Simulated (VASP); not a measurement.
Input:

```yaml
crystal:
  lattice:
    - [2.97788, 0.00000, 0.00000]
    - [0.00000, 2.97788, 0.00000]
    - [0.00000, 0.00000, 2.97788]
  atoms:
    - { symbol: Ti, position: [0.00000, 0.00000, 0.00000] }
    - { symbol: Co, position: [0.50000, 0.50000, 0.50000] }
```

Method: rev-vdW-DF2, VASP's PBE PAW potentials (set 64) (plane waves; VASP). Run with 520 eV cut-off, 12×12×12 Γ-centred mesh, first-order Methfessel-Paxton smearing of 0.10 eV, potentials Ti_sv Co.

Task: Estimate the energy per atom (σ→0), pressure, band gap (on the k-mesh) with the smallest direct gap where there is one.

Result: 
| Property | Result |
|---|---|
| band gap (on the k-mesh) | none (metal, semimetal or under 0.01 eV) |
| energy per atom (σ→0) | -5.497 eV/atom |
| pressure | -5.38 GPa |

Only differences to runs with the same potentials and settings are physical.

The compound is TiCo in the CsCl type structure. This cell is one point of a volume scan, at 1.03 of the reference volume. The run is not spin-polarised, so no magnetic state was tried. The electron count is odd and the run is not spin-polarised, which forces a metal.
